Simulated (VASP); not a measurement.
Data:

```
CELL_PARAMETERS angstrom
      0.00000     2.59575     2.59575
      2.59575     0.00000     2.59575
      2.59575     2.59575     0.00000
ATOMIC_POSITIONS crystal
  Mg 0.00000 0.00000 0.00000
  S  0.50000 0.50000 0.50000
```

Calculation: r2SCAN meta-GGA, VASP's PBE PAW potentials (set 64) (plane waves; VASP 6.6.1). Settings: 520 eV cut-off, 9×9×9 Γ-centred mesh, Gaussian smearing of 0.050 eV, potentials Mg S.

Task: Estimate the energy per atom (σ→0).

Result: 
| Property | Result |
|---|---|
| energy per atom (σ→0) | -748.3 kJ/mol-atom |

The compound is MgS in the rock salt structure. It was relaxed first.
